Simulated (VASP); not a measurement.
A convergence study with VASP on HgSe (zinc blende): one setting is varied, all else stays as given below, so the limit is that of these other settings.

```
HgSe
1.0
    0.00000     3.04000     3.04000
    3.04000     0.00000     3.04000
    3.04000     3.04000     0.00000
Hg Se
1 1
Direct
  0.00000   0.00000   0.00000
  0.25000   0.25000   0.25000
```

Calculation: PBE GGA, VASP's PBE PAW potentials (set 64) (plane waves; VASP). The tightest run used: 550 eV cut-off, 16×16×16 Γ-centred mesh, tetrahedra with Blöchl corrections, potentials Hg Se.

Question: The settings run are 3×3×3 mesh; 4×4×4 mesh; 5×5×5 mesh; 6×6×6 mesh; 7×7×7 mesh; 8×8×8 mesh; 9×9×9 mesh; 10×10×10 mesh; 11×11×11 mesh; 12×12×12 mesh; 13×13×13 mesh; 14×14×14 mesh; 15×15×15 mesh; 16×16×16 mesh. From which on does the stress (every component) stay within 0.5 GPa of the tightest run?

Answer: From 4×4×4 mesh on: it is off by 0.39 there and by no more than 0.5 in any finer run, while 3×3×3 mesh is off by 1.23.
```csv
setting,E (eV/atom),pressure (GPa),irreducible k-points,difference judged (GPa)
3×3×3 mesh,-1.8790,6.18,4,1.23
4×4×4 mesh,-1.9710,5.34,8,0.39
5×5×5 mesh,-1.9944,5.09,10,0.14
6×6×6 mesh,-2.0016,5.01,16,0.06
7×7×7 mesh,-2.0041,4.97,20,0.02
8×8×8 mesh,-2.0051,4.96,29,0.01
9×9×9 mesh,-2.0055,4.96,35,0.01
10×10×10 mesh,-2.0057,4.95,47,0.00
11×11×11 mesh,-2.0058,4.95,56,0.00
12×12×12 mesh,-2.0058,4.95,72,0.00
13×13×13 mesh,-2.0059,4.95,84,0.00
14×14×14 mesh,-2.0059,4.95,104,0.00
15×15×15 mesh,-2.0059,4.95,120,0.00
16×16×16 mesh,-2.0059,4.95,145,0.00
```

Left out are rungs that failed or repeat a setting and relaxations that didn't move; long series are thinned to 24 rows.

The compound is HgSe in the zinc blende structure. The cell was not relaxed at this level.
